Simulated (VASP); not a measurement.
Here is the system:

```
CELL_PARAMETERS angstrom
      4.51649     0.00000     0.00000
     -2.25825     3.91140     0.00000
      0.00000     0.00000     5.73303
ATOMIC_POSITIONS crystal
  Sn 0.33333 0.66667 0.25000
  Sn 0.66667 0.33333 0.75000
  Si 0.33333 0.66667 0.75000
  Si 0.66667 0.33333 0.25000
```

Calculation: PBEsol GGA, VASP's PBE PAW potentials (set 64) (plane waves; VASP). Settings: 480 eV cut-off, 8×8×6 Γ-centred mesh, first-order Methfessel-Paxton smearing of 0.10 eV, potentials Sn_d Si.

Unless said otherwise, spin-orbit coupling is left out, though it shifts the bands of the heavy elements here.

Q: Predict the energy per atom (σ→0), pressure, band gap (on the k-mesh) with the smallest direct gap where there is one.

A: 
```
Quantity                                                     Value
------------------------  ----------------------------------------
band gap (on the k-mesh)  none (metal, semimetal or under 0.01 eV)
energy per atom (σ→0)                               -4.587 eV/atom
pressure                                                  1.97 GPa
```

Total energies compare only between runs with the same potentials, cut-off and functional.

The structure was generated: SiSn was put into the h-BN type (P6_3/mmc), which need not be its known phase. This cell was strained or had an atom moved on purpose.
